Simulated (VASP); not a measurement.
# A VASP study of ReB2 (r2SCAN + rVV10): structure first, properties next, part 5 of 7

Aim: relax ReB2, then compute properties on the relaxed cell. The start is a cell from a database of measured crystal structures.

VASP 6.6.1; r2SCAN with rVV10; plane waves and PAW (Re, B).

Still holding for the runs below: The k-mesh is coarse for a metal.

So far. Step 5 (Density of states (r2SCAN + rVV10)): The finer mesh and the other smearing move the Fermi level by -0.10 eV from the 8×8×3 run, one measure of the sampling error in the zero of the bands above. Of the states within 0.3 eV of the Fermi level, the largest shares in the PAW spheres are Re d 72 % and B p 11 %. The rest lies in smaller channels or between the spheres. Step 6 (Volume scan with r2SCAN + rVV10): The pressure here is 25.73 GPa.

### Step 7. Volume scan with r2SCAN + rVV10 (run 2)

The input, INCAR:

```
SYSTEM = ReB2
PREC = Accurate
ENCUT = 420
EDIFF = 1E-06
NELM = 100
ISMEAR = 0
SIGMA = 0.05
LREAL = .FALSE.
ALGO = Normal
METAGGA = R2SCAN
LUSE_VDW = .TRUE.
IVDW_NL = 2
BPARAM = 11.95
CPARAM = 0.0093
LASPH = .TRUE.
NBANDS = 19
LORBIT = 11
LWAVE = .FALSE.
LCHARG = .FALSE.
KPAR = 4
ISIF = 2
```

The input, POSCAR:

```
ReB2
1.0
    2.8625659194      0.0000000000      0.0000000000
   -1.4312829597      2.4790548062      0.0000000000
    0.0000000000      0.0000000000      7.3789839736
Re B
2 4
Direct
    0.3333333333      0.6666666667      0.2500000000
    0.6666666667      0.3333333333      0.7500000000
    0.3333333333      0.6666666667      0.5480082846
    0.6666666667      0.3333333333      0.0480082846
    0.3333333333      0.6666666667      0.9519917154
    0.6666666667      0.3333333333      0.4519917154
```

The input, KPOINTS:

```
Automatic mesh
0
Gamma
8 8 3
0 0 0
```

The projector-augmented-wave data sets are Re and B (PBE family, release 64).

Run with:

```console
mpirun -np 4 vasp_std
```

The program printed:

```text
[... set-up lines as in an earlier step ...]
 entering main loop
       N       E                     dE             d eps       ncg     rms          rms(c)
Total rVV10 correction in eV:      0.2723501    35.8663179
Total rVV10 correction in eV:      0.2723501    35.8663179
Total rVV10 correction in eV:      0.2723501    35.8663179
Total rVV10 correction in eV:      0.2723501    35.8663179
DAV:   1    -0.242811772231E+02   -0.24281E+02   -0.11899E+04  1517   0.147E+03
DAV:   2    -0.139057807257E+03   -0.11478E+03   -0.10813E+03  1422   0.438E+02
DAV:   3    -0.144090876487E+03   -0.50331E+01   -0.49021E+01  1395   0.932E+01
DAV:   4    -0.144179685232E+03   -0.88809E-01   -0.88046E-01  1336   0.796E+00
DAV:   5    -0.144182312627E+03   -0.26274E-02   -0.26188E-02  1376   0.161E+00    0.635E+01
Total rVV10 correction in eV:      0.2548955    35.8663179
Total rVV10 correction in eV:      0.2548955    35.8663179
Total rVV10 correction in eV:      0.2548955    35.8663179
Total rVV10 correction in eV:      0.2548955    35.8663179
DAV:   6    -0.136643628046E+03    0.75387E+01   -0.29547E+01  1480   0.953E+01    0.129E+01
Total rVV10 correction in eV:      0.2550749    35.8663179
Total rVV10 correction in eV:      0.2550749    35.8663179
Total rVV10 correction in eV:      0.2550749    35.8663179
Total rVV10 correction in eV:      0.2550749    35.8663179
DAV:   7    -0.136558141632E+03    0.85486E-01   -0.19282E+00  1464   0.265E+01    0.144E+01
Total rVV10 correction in eV:      0.2551000    35.8663179
Total rVV10 correction in eV:      0.2551000    35.8663179
Total rVV10 correction in eV:      0.2551000    35.8663179
Total rVV10 correction in eV:      0.2551000    35.8663179
DAV:   8    -0.136526521107E+03    0.31621E-01   -0.16573E-01  1344   0.477E+00    0.783E-01
Total rVV10 correction in eV:      0.2545611    35.8663179
Total rVV10 correction in eV:      0.2545611    35.8663179
Total rVV10 correction in eV:      0.2545611    35.8663179
Total rVV10 correction in eV:      0.2545611    35.8663179
DAV:   9    -0.136515068530E+03    0.11453E-01   -0.18278E-02  1312   0.355E+00    0.467E-01
Total rVV10 correction in eV:      0.2547180    35.8663179
Total rVV10 correction in eV:      0.2547180    35.8663179
Total rVV10 correction in eV:      0.2547180    35.8663179
Total rVV10 correction in eV:      0.2547180    35.8663179
DAV:  10    -0.136514735485E+03    0.33305E-03   -0.11017E-03  1352   0.518E-01    0.531E-02
Total rVV10 correction in eV:      0.2547949    35.8663179
Total rVV10 correction in eV:      0.2547949    35.8663179
Total rVV10 correction in eV:      0.2547949    35.8663179
Total rVV10 correction in eV:      0.2547949    35.8663179
DAV:  11    -0.136514746301E+03   -0.10817E-04   -0.64169E-05  1368   0.144E-01    0.212E-02
Total rVV10 correction in eV:      0.2548367    35.8663179
Total rVV10 correction in eV:      0.2548367    35.8663179
Total rVV10 correction in eV:      0.2548367    35.8663179
Total rVV10 correction in eV:      0.2548367    35.8663179
DAV:  12    -0.136514746414E+03   -0.11289E-06   -0.39537E-06   952   0.365E-02
Total rVV10 correction in eV:      0.2548434    35.8663179
Total rVV10 correction in eV:      0.2548434    35.8663179
Total rVV10 correction in eV:      0.2548434    35.8663179
Total rVV10 correction in eV:      0.2548434    35.8663179
Total rVV10 correction in eV:      0.2548420    35.8663179
Total rVV10 correction in eV:      0.2548420    35.8663179
Total rVV10 correction in eV:      0.2548420    35.8663179
Total rVV10 correction in eV:      0.2548420    35.8663179
   1 F= -.13651475E+03 E0= -.13651295E+03  d E =-.358733E-02
```

Elapsed: 40 s, on 4 MPI ranks of Intel Xeon Platinum 8488C (Sapphire Rapids), shared host; peak memory 0.96 GiB; 2.6 min of CPU time.

OUTCAR, selected parts (step 7):

```text
   ENCUT  =  420.0 eV  30.87 Ry    5.56 a.u.   4.78  4.78 12.33*2*pi/ulx,y,z

   NELECT =      26.0000    total number of electrons

 E-fermi :   8.5067

 k-point     1 :       0.0000    0.0000    0.0000
  band No.  band energies     occupation
    ...
      8       5.5193      2.00000
      9       5.8653      2.00000
     10       5.8653      2.00000
     11       6.0730      2.00000
     12       6.0730      2.00000
     13       8.6081      0.00414
     14       8.6081      0.00414
     15      11.0578      0.00000
     16      11.0578      0.00000
     17      12.6954      0.00000
    ...

  Total        4.7472142      4.7472142      6.4445627     -0.0000000      0.0000000     -0.0000000
  in kB      145.2483540    145.2483540    197.1813539     -0.0000000      0.0000000     -0.0000000
  external PRESSURE =     162.5593540 kB  Pullay stress =       0.0000000 kB

 POSITION                                       TOTAL-FORCE (eV/Angst)
 -----------------------------------------------------------------------------------
     -0.00000      1.65270      1.84475         0.000000     -0.000000      0.000000
      1.43128      0.82635      5.53424         0.000000      0.000000      0.000000
     -0.00000      1.65270      4.04374         0.000000     -0.000000     -0.002328
      1.43128      0.82635      0.35425        -0.000000      0.000000     -0.002328
     -0.00000      1.65270      7.02473         0.000000     -0.000000      0.002328
      1.43128      0.82635      3.33524        -0.000000      0.000000      0.002328
 -----------------------------------------------------------------------------------
    total drift:                               -0.000000      0.000000     -0.000000

  FREE ENERGIE OF THE ION-ELECTRON SYSTEM (eV)
  ---------------------------------------------------
  free  energy   TOTEN  =      -136.5147464142 eV

  energy  without entropy=     -136.5111590806  energy(sigma->0) =     -136.51295275

[... 4 parts as in an earlier step ...]

[... 12 further parts left out ...]
```

Numbers from this step:

```yaml
free_energy_toten: -136.5147 eV
energy_at_zero_smearing: -136.5130 eV
fermi_energy: 8.507 eV
pressure: 16.26 GPa
```

The pressure falls from 25.73 to 16.26 GPa.

The run ends at a pressure of 16.26 GPa, with forces up to 0.0023 eV/Å.

### Step 8. Volume scan with r2SCAN + rVV10 (run 3)

INCAR is that of step 7.

POSCAR: that of step 7 with these lines changed.

```diff
@@ -2,5 +2,5 @@
 1.0
-    2.8625659194      0.0000000000      0.0000000000
-   -1.4312829597      2.4790548062      0.0000000000
-    0.0000000000      0.0000000000      7.3789839736
+    2.8823083772      0.0000000000      0.0000000000
+   -1.4411541886      2.4961522762      0.0000000000
+    0.0000000000      0.0000000000      7.4298751265
 Re B
```

KPOINTS is that of step 7.

Run with:

```console
mpirun -np 4 vasp_std
```

The program printed:

```text
[... set-up lines as in an earlier step ...]
 entering main loop
       N       E                     dE             d eps       ncg     rms          rms(c)
Total rVV10 correction in eV:      0.2787848    35.8663179
Total rVV10 correction in eV:      0.2787848    35.8663179
Total rVV10 correction in eV:      0.2787848    35.8663179
Total rVV10 correction in eV:      0.2787848    35.8663179
DAV:   1    -0.198673547101E+02   -0.19867E+02   -0.12081E+04  1514   0.145E+03
DAV:   2    -0.138284116330E+03   -0.11842E+03   -0.11114E+03  1429   0.416E+02
DAV:   3    -0.144098799843E+03   -0.58147E+01   -0.56371E+01  1371   0.106E+02
DAV:   4    -0.144219819423E+03   -0.12102E+00   -0.11990E+00  1376   0.882E+00
DAV:   5    -0.144221998224E+03   -0.21788E-02   -0.21721E-02  1376   0.178E+00    0.609E+01
Total rVV10 correction in eV:      0.2607128    35.8663179
Total rVV10 correction in eV:      0.2607128    35.8663179
Total rVV10 correction in eV:      0.2607128    35.8663179
Total rVV10 correction in eV:      0.2607128    35.8663179
[...]
Total rVV10 correction in eV:      0.2603135    35.8663179
DAV:  10    -0.136595950915E+03    0.17738E-03   -0.10293E-03  1352   0.444E-01    0.541E-02
Total rVV10 correction in eV:      0.2603823    35.8663179
Total rVV10 correction in eV:      0.2603823    35.8663179
Total rVV10 correction in eV:      0.2603823    35.8663179
Total rVV10 correction in eV:      0.2603823    35.8663179
DAV:  11    -0.136595962406E+03   -0.11491E-04   -0.58611E-05  1336   0.130E-01    0.162E-02
Total rVV10 correction in eV:      0.2604228    35.8663179
Total rVV10 correction in eV:      0.2604228    35.8663179
Total rVV10 correction in eV:      0.2604228    35.8663179
Total rVV10 correction in eV:      0.2604228    35.8663179
DAV:  12    -0.136595962467E+03   -0.60847E-07   -0.25711E-06   784   0.365E-02
Total rVV10 correction in eV:      0.2604301    35.8663179
Total rVV10 correction in eV:      0.2604301    35.8663179
Total rVV10 correction in eV:      0.2604301    35.8663179
Total rVV10 correction in eV:      0.2604301    35.8663179
Total rVV10 correction in eV:      0.2604289    35.8663179
Total rVV10 correction in eV:      0.2604289    35.8663179
Total rVV10 correction in eV:      0.2604289    35.8663179
Total rVV10 correction in eV:      0.2604289    35.8663179
   1 F= -.13659596E+03 E0= -.13659417E+03  d E =-.357970E-02
```

The job ended after 32 s (4 MPI ranks; peak memory 0.96 GiB; 2 min of CPU time).

From OUTCAR (step 8):

```text
  Total        2.3107223      2.3107223      3.0932390      0.0000000     -0.0000000     -0.0000000
  in kB       69.2572606     69.2572606     92.7109479      0.0000000     -0.0000000     -0.0000000
  external PRESSURE =      77.0751563 kB  Pullay stress =       0.0000000 kB

 POSITION                                       TOTAL-FORCE (eV/Angst)
 -----------------------------------------------------------------------------------
     -0.00000      1.66410      1.85747        -0.000000      0.000000      0.000000
      1.44115      0.83205      5.57241        -0.000000      0.000000      0.000000
     -0.00000      1.66410      4.07163        -0.000000     -0.000000      0.001602
      1.44115      0.83205      0.35670         0.000000      0.000000      0.001602
     -0.00000      1.66410      7.07318         0.000000     -0.000000     -0.001602
      1.44115      0.83205      3.35824         0.000000      0.000000     -0.001602
 -----------------------------------------------------------------------------------
    total drift:                               -0.000000      0.000000     -0.000000

  FREE ENERGIE OF THE ION-ELECTRON SYSTEM (eV)
  ---------------------------------------------------
  free  energy   TOTEN  =      -136.5959624665 eV

  energy  without entropy=     -136.5923827619  energy(sigma->0) =     -136.59417261

[... 1 part as in an earlier step ...]

[... 2 further parts left out ...]
[key lines of the parts left out:]
E-fermi :   8.2626
```

The pressure falls from 16.26 to 7.71 GPa.

The run ends at a pressure of 7.71 GPa, with forces up to 0.0016 eV/Å.

### Step 9. Volume scan with r2SCAN + rVV10 (run 4)

INCAR is that of step 8.

POSCAR: that of step 8 with these lines changed.

```diff
@@ -2,5 +2,5 @@
 1.0
-    2.8823083772      0.0000000000      0.0000000000
-   -1.4411541886      2.4961522762      0.0000000000
-    0.0000000000      0.0000000000      7.4298751265
+    2.9017840246      0.0000000000      0.0000000000
+   -1.4508920123      2.5130186816      0.0000000000
+    0.0000000000      0.0000000000      7.4800785083
 Re B
```

KPOINTS is that of step 8.

Run with:

```console
mpirun -np 4 vasp_std
```

The program printed:

```text
[... set-up lines as in an earlier step ...]
 entering main loop
       N       E                     dE             d eps       ncg     rms          rms(c)
Total rVV10 correction in eV:      0.2851813    35.8663179
Total rVV10 correction in eV:      0.2851813    35.8663179
Total rVV10 correction in eV:      0.2851813    35.8663179
Total rVV10 correction in eV:      0.2851813    35.8663179
DAV:   1    -0.261778976039E+02   -0.26178E+02   -0.11723E+04  1520   0.145E+03
DAV:   2    -0.138092089733E+03   -0.11191E+03   -0.10519E+03  1433   0.428E+02
DAV:   3    -0.144071366678E+03   -0.59793E+01   -0.56836E+01  1398   0.986E+01
DAV:   4    -0.144210053583E+03   -0.13869E+00   -0.13592E+00  1352   0.941E+00
DAV:   5    -0.144213292638E+03   -0.32391E-02   -0.32237E-02  1376   0.206E+00    0.584E+01
Total rVV10 correction in eV:      0.2664879    35.8663179
Total rVV10 correction in eV:      0.2664879    35.8663179
Total rVV10 correction in eV:      0.2664879    35.8663179
Total rVV10 correction in eV:      0.2664879    35.8663179
[...]
Total rVV10 correction in eV:      0.2658615    35.8663180
DAV:  10    -0.136621841329E+03    0.53872E-04   -0.92660E-04  1352   0.481E-01    0.455E-02
Total rVV10 correction in eV:      0.2659254    35.8663180
Total rVV10 correction in eV:      0.2659254    35.8663180
Total rVV10 correction in eV:      0.2659254    35.8663180
Total rVV10 correction in eV:      0.2659254    35.8663180
DAV:  11    -0.136621852100E+03   -0.10771E-04   -0.73087E-05  1344   0.140E-01    0.147E-02
Total rVV10 correction in eV:      0.2659663    35.8663180
Total rVV10 correction in eV:      0.2659663    35.8663180
Total rVV10 correction in eV:      0.2659663    35.8663180
Total rVV10 correction in eV:      0.2659663    35.8663180
DAV:  12    -0.136621852100E+03   -0.69031E-09   -0.33684E-06   824   0.426E-02
Total rVV10 correction in eV:      0.2659730    35.8663180
Total rVV10 correction in eV:      0.2659730    35.8663180
Total rVV10 correction in eV:      0.2659730    35.8663180
Total rVV10 correction in eV:      0.2659730    35.8663180
Total rVV10 correction in eV:      0.2659728    35.8663180
Total rVV10 correction in eV:      0.2659728    35.8663180
Total rVV10 correction in eV:      0.2659728    35.8663180
Total rVV10 correction in eV:      0.2659728    35.8663180
   1 F= -.13662185E+03 E0= -.13662006E+03  d E =-.358691E-02
```

Wall time 30 s (4 MPI ranks); peak memory 0.95 GiB.

Parts of OUTCAR (step 9):

```text
  Total        0.0246061      0.0246061     -0.0590379      0.0000000      0.0000000      0.0000000
  in kB        0.7227464      0.7227464     -1.7341026      0.0000000      0.0000000      0.0000000
  external PRESSURE =      -0.0962033 kB  Pullay stress =       0.0000000 kB

 POSITION                                       TOTAL-FORCE (eV/Angst)
 -----------------------------------------------------------------------------------
     -0.00000      1.67535      1.87002         0.000000     -0.000000      0.000000
      1.45089      0.83767      5.61006        -0.000000      0.000000      0.000000
     -0.00000      1.67535      4.09914        -0.000000     -0.000000      0.003710
      1.45089      0.83767      0.35911        -0.000000      0.000000      0.003710
     -0.00000      1.67535      7.12097         0.000000     -0.000000     -0.003710
      1.45089      0.83767      3.38093         0.000000      0.000000     -0.003710
 -----------------------------------------------------------------------------------
    total drift:                               -0.000000      0.000000     -0.000000

  FREE ENERGIE OF THE ION-ELECTRON SYSTEM (eV)
  ---------------------------------------------------
  free  energy   TOTEN  =      -136.6218521003 eV

  energy  without entropy=     -136.6182651938  energy(sigma->0) =     -136.62005865

[... 2 parts as in an earlier step ...]

[... 1 further part left out ...]
[key lines of the parts left out:]
E-fermi :   8.0267
```

The pressure falls from 7.71 to -0.01 GPa.

The run ends at a pressure of -0.01 GPa, with forces up to 0.0037 eV/Å.

### Step 10. Volume scan with r2SCAN + rVV10 (run 5)

INCAR is that of step 9.

POSCAR: that of step 9 with these lines changed.

```diff
@@ -2,5 +2,5 @@
 1.0
-    2.9017840246      0.0000000000      0.0000000000
-   -1.4508920123      2.5130186816      0.0000000000
-    0.0000000000      0.0000000000      7.4800785083
+    2.9210016974      0.0000000000      0.0000000000
+   -1.4605008487      2.5296616744      0.0000000000
+    0.0000000000      0.0000000000      7.5296168957
 Re B
```

KPOINTS is that of step 9.

Run with:

```console
mpirun -np 4 vasp_std
```

The program printed:

```text
[... set-up lines as in an earlier step ...]
 entering main loop
       N       E                     dE             d eps       ncg     rms          rms(c)
Total rVV10 correction in eV:      0.2915388    35.8663179
Total rVV10 correction in eV:      0.2915388    35.8663179
Total rVV10 correction in eV:      0.2915388    35.8663179
Total rVV10 correction in eV:      0.2915388    35.8663179
DAV:   1    -0.262984573127E+02   -0.26298E+02   -0.11832E+04  1512   0.143E+03
DAV:   2    -0.138439122558E+03   -0.11214E+03   -0.10502E+03  1412   0.411E+02
DAV:   3    -0.144045684287E+03   -0.56066E+01   -0.54438E+01  1411   0.944E+01
DAV:   4    -0.144159284729E+03   -0.11360E+00   -0.11165E+00  1392   0.862E+00
DAV:   5    -0.144161198528E+03   -0.19138E-02   -0.19056E-02  1360   0.192E+00    0.561E+01
Total rVV10 correction in eV:      0.2722227    35.8663179
Total rVV10 correction in eV:      0.2722227    35.8663179
Total rVV10 correction in eV:      0.2722227    35.8663179
Total rVV10 correction in eV:      0.2722227    35.8663179
[...]
Total rVV10 correction in eV:      0.2713705    35.8663180
DAV:  10    -0.136597833818E+03   -0.43433E-04   -0.91475E-04  1360   0.467E-01    0.395E-02
Total rVV10 correction in eV:      0.2714322    35.8663180
Total rVV10 correction in eV:      0.2714322    35.8663180
Total rVV10 correction in eV:      0.2714322    35.8663180
Total rVV10 correction in eV:      0.2714322    35.8663180
DAV:  11    -0.136597844856E+03   -0.11038E-04   -0.73969E-05  1336   0.128E-01    0.162E-02
Total rVV10 correction in eV:      0.2714707    35.8663180
Total rVV10 correction in eV:      0.2714707    35.8663180
Total rVV10 correction in eV:      0.2714707    35.8663180
Total rVV10 correction in eV:      0.2714707    35.8663180
DAV:  12    -0.136597845207E+03   -0.35153E-06   -0.40133E-06   912   0.431E-02
Total rVV10 correction in eV:      0.2714759    35.8663180
Total rVV10 correction in eV:      0.2714759    35.8663180
Total rVV10 correction in eV:      0.2714759    35.8663180
Total rVV10 correction in eV:      0.2714759    35.8663180
Total rVV10 correction in eV:      0.2714769    35.8663180
Total rVV10 correction in eV:      0.2714769    35.8663180
Total rVV10 correction in eV:      0.2714769    35.8663180
Total rVV10 correction in eV:      0.2714769    35.8663180
   1 F= -.13659785E+03 E0= -.13659604E+03  d E =-.360894E-02
```

It took 31 s on 4 MPI ranks; peak memory 0.95 GiB.

Parts of OUTCAR (step 10):

```text
  Total       -2.1203067     -2.1203067     -3.0244519      0.0000000     -0.0000000      0.0000000
  in kB      -61.0579376    -61.0579376    -87.0943818      0.0000000     -0.0000000      0.0000000
  external PRESSURE =     -69.7367523 kB  Pullay stress =       0.0000000 kB

 POSITION                                       TOTAL-FORCE (eV/Angst)
 -----------------------------------------------------------------------------------
     -0.00000      1.68644      1.88240        -0.000000     -0.000000      0.000000
      1.46050      0.84322      5.64721        -0.000000     -0.000000      0.000000
     -0.00000      1.68644      4.12629        -0.000000     -0.000000      0.003952
      1.46050      0.84322      0.36148        -0.000000      0.000000      0.003952
     -0.00000      1.68644      7.16813         0.000000     -0.000000     -0.003952
      1.46050      0.84322      3.40332         0.000000      0.000000     -0.003952
 -----------------------------------------------------------------------------------
    total drift:                               -0.000000      0.000000     -0.000000

  FREE ENERGIE OF THE ION-ELECTRON SYSTEM (eV)
  ---------------------------------------------------
  free  energy   TOTEN  =      -136.5978452074 eV

  energy  without entropy=     -136.5942362680  energy(sigma->0) =     -136.59604074

[... 1 part as in an earlier step ...]

[... 2 further parts left out ...]
[key lines of the parts left out:]
E-fermi :   7.7988
```

The pressure falls from -0.01 to -6.97 GPa.

The run ends at a pressure of -6.97 GPa, with forces up to 0.0040 eV/Å.

(Part 5 of 7 ends here.)

[Lines on the potential files, build, host, timing and source positions are cut from VASP's logs without a mark.]

[Logs are printed without paths, hosts, clocks, repeated set-up lines and the standing remarks that a program may print on its own settings, such as how far it seeks lower states.]

[Hosts, paths, dates, database ids (printed as entryN), source tags and the programs' standing remarks are cut or masked in the printed files.]

[A measured line is paired with the nearest computed mode of its activity, which favours agreement.]

[In band tables of VASP the shares of atoms and orbitals are scaled to a sum of 1 inside the atoms' spheres.]
